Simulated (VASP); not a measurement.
Input:

```
CELL_PARAMETERS angstrom
      0.00000     2.90707     2.90707
      2.90707     0.00000     2.90707
      2.90707     2.90707     0.00000
ATOMIC_POSITIONS crystal
  Pb 0.00000 0.00000 0.00000
  F  0.25000 0.25000 0.25000
  F  0.75000 0.75000 0.75000
```

These are LDA (Ceperley-Alder, Perdew-Zunger) with spin-orbit coupling, VASP's LDA PAW potentials (set 64) (plane waves; VASP) values and carry that method's errors. Settings: 520 eV cut-off, 6×6×6 Γ-centred mesh, Gaussian smearing of 0.050 eV, potentials Pb_d F.

**Question.** Predict the energy per atom (σ→0), band gap (over mesh and band path) with the smallest direct gap where there is one.

**Answer.** 
The band gap (over mesh and band path) is 3.94 eV. The smallest direct gap (over mesh and band path) is 4.11 eV. The energy per atom (σ→0) is -5.413 eV/atom.

The absolute energy has meaning only against runs of the same code, potentials and settings.

The compound is PbF2 in the fluorite structure, the β form. It was relaxed first, which changed the volume by -6 %.
